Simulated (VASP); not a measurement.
## Au (relaxed from the diamond structure, space group Fd-3m): computed properties

These are PBEsol GGA, VASP's PBE PAW potentials (set 64) (plane waves; VASP 6.6.1) values and carry that method's errors.

For Au, the space group comes out as Fd-3m (227). The cell is a = b = c = 6.0227 Å, α = β = γ = 90.00°. The volume per atom is 27.31 Å^3/atom, the band gap (over mesh and band path) comes out as none (metal, semimetal or under 0.01 eV) and the band gap with spin-orbit coupling is none (metallic). The density is 11.98 g/cm³.

```cif
data_Au8
_chemical_formula_sum 'Au8'
_space_group_name_H-M_alt 'Fd-3m :1'
_space_group_IT_number 227
_space_group_name_Hall 'F 4d 2 3 -1d'
_cell_length_a 6.02271
_cell_length_b 6.02271
_cell_length_c 6.02271
_cell_angle_alpha 90.000
_cell_angle_beta 90.000
_cell_angle_gamma 90.000
loop_
_atom_site_label
_atom_site_type_symbol
_atom_site_symmetry_multiplicity
_atom_site_Wyckoff_symbol
_atom_site_fract_x
_atom_site_fract_y
_atom_site_fract_z
_atom_site_occupancy
Au1 Au 8 a 0.00000 0.00000 0.00000 1
```
(The calculation used a cell of 2 atoms; values per cell refer to that cell.)

Unless said otherwise, spin-orbit coupling is left out, though it shifts the bands of the heavy elements here.

The structure was generated: Au was put into the diamond type (Fd-3m), which need not be its known phase. It was relaxed first, which changed the volume by +13 %. Symmetry was kept, so distortions that lower it aren't found.
